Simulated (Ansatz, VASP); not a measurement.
**Ce3B: VASP beside Ansatz**

Aim: how closely do two programs agree when they are given the same cell, functional and k mesh? The cell is invented: As first built, before any earlier steps moved the atoms (in the runner's words): it takes the Ce3Al structure with some of its atoms replaced by other elements, volume scaled by an estimate. It may not be a known or stable phase. The cell is taken from a series of VASP runs on this material, whose earlier steps may have relaxed, scaled or displaced it; both programs get it as it stands.

Method: plane waves, with VASP 6.6.1 beside it; relaxation of cell and atoms at PBE, in Ansatz 0.2.0.

In doubt: a part-filled 4f shell, where there is one, can sit in one of many states, so energies may not be the lowest and differences between runs may mislead; derivatives with an open 4f shell can jump between states, which bears on forces and vibrations.

### Step 1. The starting structure

It takes space group Pm-3m (No. 221, cubic). Conventional cell: a = 4.367 Å, b = 4.367 Å, c = 4.367 Å, α = 90.00°, β = 90.00°, γ = 90.00°. Nearest to Ce lie 8 Ce at 3.09 Å and 4 B at 3.09 Å. B has 12 Ce at 3.09 Å nearest. As first built, before any earlier steps moved the atoms (in the runner's words): sites of the Ce3Al structure (space group 221) filled with other elements, volume scaled by an estimate. Farther neighbours are not listed.

### Step 2. Ansatz: relaxation of cell and atoms, PBE

Ansatz runs on its default PAW (the set named soft_2) files.

The relaxed volume is the usual yardstick between codes: its relative difference is about their pressure difference at one cell divided by the bulk modulus.

Contents of input.yaml:

```yaml
crystal:
  lattice:
    - [4.3673661331, 0.0, 0.0]
    - [0.0, 4.3673661331, 0.0]
    - [0.0, 0.0, 4.3673661331]
  atoms:
    - { symbol: Ce, position: [0.5, 0.5, 0.0], spin: 1.0 }
    - { symbol: Ce, position: [0.5, 0.0, 0.5], spin: 1.0 }
    - { symbol: Ce, position: [0.0, 0.5, 0.5], spin: 1.0 }
    - { symbol: B, position: [0.0, 0.0, 0.0] }
hamiltonian:
  xc: pbe
  pseudopotentials: { kind: paw }
magnetization:
  spin_polarized: true
kpoints:
  mp_grid: { grid: [5, 5, 5] }
scf:
  occupations: { method: fermi_dirac, width: 0.05 }
relax:
  f_tol: 0.01
  max_steps: 60
  cell: { stress_tol: 0.05 }
output:
  forces: true
  stress: true
  write_density: true
  write_potential: true
  elf: true
  volumetric_format: npy
```

Launch:

```
ansatz run input.yaml --threads 4 --pin off --max-ram 9216MiB --backend cpu --events-out ev --progress --plain --runs-dir out
```

Numbers of over 12 decimals in the logs are rounded to 6 here.

What it wrote:

```text
band count auto-derived: 47 (N_el = 39.0; filled up to band 20; 26 by the electrons, moments and atoms)
Engine: ansatz 0.2.0, aarch64-unknown-linux-gnu
Pseudopotentials: kind: paw
Pseudopotential: Ce, paw, valence charge 12, recommended cutoff 420 eV (normal), Ce.paw.azcp
Pseudopotential: B, paw, valence charge 3, recommended cutoff 420 eV (normal), B.paw.azcp
Functional definition: PBE
  parameter kappa = 0.804
  parameter beta = 0.066725
  exchange = pbe_x(kappa = kappa, mu = beta*pi^2/3)
  correlation = pbe_c(beta = beta)
Crystal: 4 atoms, lattice volume = 83.303 Å³
Basis set: ecut = 420 eV, 1647 PW (Γ), exchange–correlation on 60×60×60 points (8 copies of the dense FFT grid, shifted against one another)
Bands: 47, of which v1, the nominal top of the filled ones, is band 20 counted from 1 (19 counted from 0)
Symmetry: 48 space group operations
Space group: Pm-3m (ITA 221), of the structure as read, at distance tolerance 4.4e-5 Å
Magnetic group: BNS 221.92 (UNI 1594), of the structure as read, at distance tolerance 4.4e-5 Å
k-points: 10 of 125
Non-local potential: Ce, projectors of the file, l = 0: 3, l = 1: 2, l = 2: 2, l = 3: 3
Non-local potential: B, projectors of the file, l = 0: 2, l = 1: 2, l = 2: 1
PAW form: soft (Blöchl's): semilocal exchange-correlation on the pseudo side does not see the compensation charge
PAW one-centre angular grid: Ce, 590 points (default); XC on 64 Gauss nodes
PAW one-centre angular grid: B, 110 points (default); XC on 64 Gauss nodes
Initial density: superposition of atomic densities (chi_scale 0.1, normalization cell, long waves kept (reshape's long-wave potential 0.00 eV rms))
Starting moments: Σ|m| = 3 μB on 3 of 4 sites
Initial wavefunctions: pseudopotential atomic-orbital guess
Functional: x = pbe(κ = 0.804, μ = 0.219515), c = pbe(β = 0.066725)
SCF iter   1: F=—  HF=-19886.919061 eV  |F-HF|=—  |Δ(HF+E_count)|=         —  Δρ=1.17e-1 (↑1.17e-1 ↓9.34e-2)  dr2=1.80e1  dr2_m=1.25e0  M=0.534 μB ∫|m|=0.567 μB  β_m=0.30  ethr=3.10e-3  ⟨swp⟩=6.0  Hψ=3697  notcnv=0  defer=30
Mixer restart at iter 1: flushing history
preconditioner: auto → Kerker (q_TF=auto, 2.404 Å⁻¹)  [metal: Δε(μ)=0.040 eV  Ē_g=12.451 eV  σ=0.050 eV  W_gap=0.19  n_scr=18 (ndim 8)  ℏωp=23.4 eV  f_vac=0.004  D(μ)=6.33/eV (n_scr^D=80)]
spin=Collinear: Kerker preconditioning applied to the charge; magnetization (m = ρ↑ − ρ↓) channel mixes plain (no charge-response kernel on spin).
SCF iter   2: F=—  HF=-19883.905139 eV  |F-HF|=—  |Δ(HF+E_count)|=    3.01e0  Δρ=7.93e-2 (↑7.93e-2 ↓6.64e-2)  dr2=8.12e0  dr2_m=6.09e-1  M=0.511 μB ∫|m|=0.540 μB  β_m=0.59  ethr=3.10e-3  ⟨swp⟩=4.5  Hψ=2341  notcnv=0  defer=242
SCF iter   3: F=—  HF=-19880.985599 eV  |F-HF|=—  |Δ(HF+E_count)|=    2.92e0  Δρ=1.20e-2 (↑8.55e-3 ↓1.20e-2)  dr2=2.00e-1  dr2_m=5.41e-3  M=0.425 μB ∫|m|=0.453 μB  β_m=0.80  ethr=3.10e-3  ⟨swp⟩=6.2  Hψ=2660  notcnv=0  defer=225
SCF iter   4: F=—  HF=-19881.439424 eV  |F-HF|=—  |Δ(HF+E_count)|=   4.54e-1  Δρ=2.81e-3 (↑2.13e-3 ↓2.81e-3)  dr2=2.12e-2  dr2_m=8.59e-4  M=0.437 μB ∫|m|=0.468 μB  β_m=0.76  ethr=5.13e-4  ⟨swp⟩=4.1  Hψ=2704  notcnv=0  defer=80
SCF iter   5: F=—  HF=-19881.459584 eV  |F-HF|=—  |Δ(HF+E_count)|=   2.02e-2  Δρ=3.72e-3 (↑3.72e-3 ↓1.25e-3)  dr2=1.58e-2  dr2_m=1.43e-3  M=0.478 μB ∫|m|=0.506 μB  β_m=0.88  ethr=5.43e-5  ⟨swp⟩=3.0  Hψ=2010  notcnv=0  defer=77
SCF iter   6: F=—  HF=-19881.524478 eV  |F-HF|=—  |Δ(HF+E_count)|=   6.49e-2  Δρ=4.19e-3 (↑4.19e-3 ↓8.90e-4)  dr2=1.30e-2  dr2_m=2.99e-3  M=0.579 μB ∫|m|=0.608 μB  β_m=0.94  ethr=4.05e-5  ⟨swp⟩=2.9  Hψ=1905  notcnv=0  defer=77
SCF iter   7: F=—  HF=-19881.556932 eV  |F-HF|=—  |Δ(HF+E_count)|=   3.25e-2  Δρ=2.48e-3 (↑2.48e-3 ↓1.01e-3)  dr2=2.24e-3  dr2_m=2.11e-3  M=0.744 μB ∫|m|=0.777 μB  β_m=0.64  ethr=3.32e-5  ⟨swp⟩=3.0  Hψ=2177  notcnv=0  defer=77
SCF iter   8: F=—  HF=-19881.565097 eV  |F-HF|=—  |Δ(HF+E_count)|=   8.17e-3  Δρ=1.61e-3 (↑7.53e-4 ↓1.61e-3)  dr2=4.84e-3  dr2_m=2.37e-4  M=1.051 μB ∫|m|=1.096 μB  β_m=0.88  ethr=5.74e-6  ⟨swp⟩=3.1  Hψ=2295  notcnv=0  defer=82
SCF iter   9: F=—  HF=-19881.564737 eV  |F-HF|=—  |Δ(HF+E_count)|=   3.60e-4  Δρ=1.09e-3 (↑5.57e-4 ↓1.09e-3)  dr2=3.26e-4  dr2_m=5.04e-4  M=1.107 μB ∫|m|=1.156 μB  β_m=0.44  ethr=5.74e-6  ⟨swp⟩=2.0  Hψ=1816  notcnv=0  defer=82
SCF iter  10: F=—  HF=-19881.564819 eV  |F-HF|=—  |Δ(HF+E_count)|=   8.24e-5  Δρ=5.37e-4 (↑5.37e-4 ↓3.14e-4)  dr2=1.01e-4  dr2_m=1.28e-4  M=1.236 μB ∫|m|=1.294 μB  β_m=0.70  ethr=8.35e-7  ⟨swp⟩=2.0  Hψ=1487  notcnv=0  defer=82
SCF iter  11: F=—  HF=-19881.564826 eV  |F-HF|=—  |Δ(HF+E_count)|=   6.84e-6  Δρ=1.93e-4 (↑1.93e-4 ↓1.25e-4)  dr2=1.30e-5  dr2_m=1.78e-5  M=1.230 μB ∫|m|=1.289 μB  β_m=0.85  ethr=2.59e-7  ⟨swp⟩=1.0  Hψ=956  notcnv=0  defer=82
SCF iter  12: F=—  HF=-19881.582572 eV  |F-HF|=—  |Δ(HF+E_count)|=   1.77e-2  Δρ=7.57e-5 (↑7.57e-5 ↓2.70e-5)  dr2=6.69e-6  dr2_m=1.18e-6  M=1.235 μB ∫|m|=1.294 μB  β_m=0.93  ethr=3.33e-8  ⟨swp⟩=2.2  Hψ=1383  notcnv=0  defer=82
SCF iter  13: F=—  HF=-19881.582572 eV  |F-HF|=—  |Δ(HF+E_count)|=   8.01e-7  Δρ=6.66e-5 (↑6.66e-5 ↓2.23e-5)  dr2=5.43e-6  dr2_m=8.26e-7  M=1.236 μB ∫|m|=1.295 μB  β_m=0.96  ethr=1.72e-8  ⟨swp⟩=1.0  Hψ=940  notcnv=0  defer=82
SCF iter  14: F=—  HF=-19881.582576 eV  |F-HF|=—  |Δ(HF+E_count)|=   3.47e-6  Δρ=5.08e-5 (↑5.08e-5 ↓2.89e-5)  dr2=2.53e-6  dr2_m=8.34e-7  M=1.238 μB ∫|m|=1.297 μB  β_m=0.98  ethr=1.39e-8  ⟨swp⟩=2.0  Hψ=1046  notcnv=0  defer=82
SCF iter  15: F=—  HF=-19881.582577 eV  |F-HF|=—  |Δ(HF+E_count)|=   1.61e-6  Δρ=3.25e-5 (↑3.25e-5 ↓1.22e-5)  dr2=1.23e-6  dr2_m=2.24e-7  M=1.241 μB ∫|m|=1.301 μB  β_m=0.99  ethr=6.50e-9  ⟨swp⟩=2.0  Hψ=1036  notcnv=0  defer=82
SCF iter  16: F=—  HF=-19881.582579 eV  |F-HF|=—  |Δ(HF+E_count)|=   1.11e-6  Δρ=1.32e-5 (↑1.32e-5 ↓6.38e-6)  dr2=1.15e-7  dr2_m=6.04e-8  M=1.245 μB ∫|m|=1.305 μB  β_m=1.00  ethr=3.15e-9  ⟨swp⟩=2.1  Hψ=1185  notcnv=0  defer=82
SCF iter  17: F=—  HF=-19881.582579 eV  |F-HF|=—  |Δ(HF+E_count)|=   1.86e-8  Δρ=1.18e-5 (↑1.18e-5 ↓5.15e-6)  dr2=1.35e-7  dr2_m=3.72e-8  M=1.250 μB ∫|m|=1.310 μB  β_m=0.99  ethr=2.95e-10  ⟨swp⟩=2.1  Hψ=1404  notcnv=0  defer=82
iter 18 did not close the SCF: its close was put off for a magnetic moment that had not settled (scf_convergence_deferred on its scf_iter line)
SCF iter  18: F=-19881.582579 eV  HF=-19881.582579 eV  |F-HF|=3.61e-9  |Δ(HF+E_count)|=   1.15e-7  Δρ=4.77e-6 (↑4.77e-6 ↓1.56e-6)  dr2=2.70e-8  dr2_m=4.52e-9  M=1.249 μB ∫|m|=1.309 μB  β_m=1.00  ethr=2.56e-10  ⟨swp⟩=6.3  Hψ=4159  notcnv=0
SCF iter  19: F=-19881.582579 eV  HF=-19881.582579 eV  |F-HF|=1.45e-9  |Δ(HF+E_count)|=   2.29e-8  Δρ=1.45e-6 (↑1.45e-6 ↓5.98e-7)  dr2=3.25e-9  dr2_m=1.95e-10  M=1.248 μB ∫|m|=1.308 μB  ethr=6.92e-11  ⟨swp⟩=5.8  Hψ=4064  notcnv=0
SCF 1 converged in 19 iterations: F = -19881.582579 eV  dr2 = 3.25e-9
  greatest PAW one-centre occupation: 0.981 electrons in one spin orbital (limit 2), on the Ce atom at site 2 (counted from 0), in its partial waves of l = 0
relax step   1: F+E_penalty+E_count = -19881.58257872 eV  Δ(F+E_penalty+E_count) = +0.000e0 eV  max|allowed force component| = 1.818e-29 eV/Å  Δτ_max = 0.0000 Å  P = +0.553 GPa  Ω = 83.303 Å³  (19 SCF iters, dr2 threshold 1.00e-7 eV, accepted)
[...]
relax step   2: F+E_penalty+E_count = -19881.58228278 eV  Δ(F+E_penalty+E_count) = +2.959e-4 eV  max|allowed force component| = 2.876e-30 eV/Å  Δτ_max = 0.0000 Å  P = -0.533 GPa  Ω = 84.727 Å³  energy of the carried Pulay correction = -2.828e-4 eV  (10 SCF iters, dr2 threshold 4.00e-7 eV, rejected (line search))
[...]
relax step   3: F+E_penalty+E_count = -19881.58364063 eV  Δ(F+E_penalty+E_count) = -1.062e-3 eV  max|allowed force component| = 3.336e-30 eV/Å  Δτ_max = 0.0000 Å  P = +0.008 GPa  Ω = 83.995 Å³  energy of the carried Pulay correction = -1.381e-4 eV  (12 SCF iters, accepted)
[...]
relax step   4: F+E_penalty+E_count = -19881.58376153 eV  Δ(F+E_penalty+E_count) = -1.209e-4 eV  max|allowed force component| = 3.468e-30 eV/Å  Δτ_max = 0.0000 Å  P = +0.009 GPa  Ω = 83.995 Å³  stress off target by 9.28e-3 GPa  SCF on the basis re-selected at this cell (its energy is not comparable with the rows above)  (8 SCF iters)
basis re-selected at this cell: Δ(F+E_penalty+E_count) = -1.209e-4 eV, ΔP = +0.001 GPa vs the last step (what re-selecting the basis moved, of the pressure what is left beyond the Pulay correction that the steps carried, after the strain that the cell walked since its last selection, with what the two solves' SCF thresholds leave and, on support functions, any second-order correction that the steps lacked; it is no m [...]
SCF converged after 8 iterations
Magnetization: 1.3332 μB (20.1666 up, 18.8334 down)
Absolute magnetization: 1.3960 μB (∫|ρ↑−ρ↓|, with the PAW one-centre terms)
Spin contamination: 0.0165 ħ² per cell (⟨S²⟩ above its minimum at these occupations)
Per-site moments (μB) at R_I (Å): [(0.385942, 1.277401), (0.385942, 1.277401), (0.385942, 1.277401), (-0.030086, 1.277401)]
Free energy (F): -19881.583762 eV
Harris-Foulkes:  -19881.583762 eV  (|F-HF|=0.00e0)
Internal energy: -19881.486643 eV  (E = F + TS)
E sigma→0 (E₀):  -19881.535202 eV
Entropy (-TS):   -0.097118 eV (-24.280 meV/atom)
Fermi energy:    15.992545 eV
--- Per-component energies (eV) ---
  E_band       = 87.418075
  E_kinetic    = 1168.847921
  E_local      = -968.312503  (includes V_loc(G=0)·N_el)
  E_nonlocal   = -112.559764
  E_hartree    = 341.318783
  E_xc         = -705.496343
  E_vxc        = -787.138722  (∫ρ·V_xc dr)
  E_paw        = -16513.941441  (= ΣΔE_a)
  E_vpaw       = 103.943677  (= ΣTr[D̂ρ^β])
  E_aug_tail   = -0.000001  (compensation charges beyond the density's cutoff)
  E_ewald      = -3091.343296
  E_smearing   = -0.097118  (= −TS)
  E_closure    = 0.000000  (closes the sum)
  Σ components = -19881.583762   (vs F -19881.583762, Δ=0.00e0)
--- Forces (eV/Å), atoms counted from 1 ---
  atom   1  Ce     0.00000000     0.00000000    -0.00000000
  atom   2  Ce     0.00000000    -0.00000000     0.00000000
  atom   3  Ce    -0.00000000     0.00000000     0.00000000
  atom   4  B      0.00000000    -0.00000000     0.00000000
  max |Σ_I F_I| component: 3.48e-30 eV/Å
--- Stress (GPa, compression-positive) ---
        0.009284       0.000000       0.000000
        0.000000       0.009284       0.000000
        0.000000       0.000000       0.009284
  P = ⅓ Tr σ = 0.0093 GPa (0.093 kbar)
--- Band table (eV; the first three rows and the last of 20) ---
  k-point 0 ↑: bands = [... 16 lower, 14.3080, 14.6790, 14.6790, 15.8451, 15.8451, 15.8451, 15.8740, 16.4962, ... 23 higher]
  k-point 1 ↑: bands = [... 16 lower, 14.6510, 14.6510, 15.2265, 15.8509, 15.8517, 15.8517, 15.9355, 16.3811, ... 23 higher]
  k-point 2 ↑: bands = [... 16 lower, 14.8698, 14.8698, 15.8024, 16.0597, 16.1936, 16.2109, 16.2109, 16.4657, ... 23 higher]
  k-point 9 ↓: bands = [... 16 lower, 15.4564, 15.8778, 15.8778, 16.1660, 16.2740, 16.2740, 16.3416, 16.6504, ... 23 higher]
--- Relaxed structure (3 steps of the walk, 2 accepted, 1 SCFs on fresh bases) ---
  F+E_penalty+E_count = -19881.58376153 eV   max|allowed force component| = 3.468e-30 eV/Å   (the final SCF, on the basis selected at the relaxed cell)
  cell:  # Å, volume = 83.9952 Å³
    - [4.379436, 0, 0.0]
    - [0, 4.379436, 0.0]
    - [0.0, 0, 4.379436]
  atoms:
    - { symbol: Ce, position: [0.5, 0.5, 0] }
    - { symbol: Ce, position: [0.5, 0, 0.5] }
    - { symbol: Ce, position: [0, 0.5, 0.5] }
    - { symbol: B, position: [0, 0, 0] }
```

Elapsed: 10 s, on 4 threads of Arm Neoverse V1, shared host; peak memory 0.44 GiB; 35 s of CPU time.

[end of part 1 of 2]

[Lines on the potential files, build, host, timing and source positions are cut from VASP's logs without a mark.]

[Logs are printed without paths, hosts, clocks, repeated set-up lines and the standing remarks that a program may print on its own settings, such as how far it seeks lower states.]

[Hosts, paths, dates, database ids (printed as entryN), source tags and the programs' standing remarks are cut or masked in the printed files.]
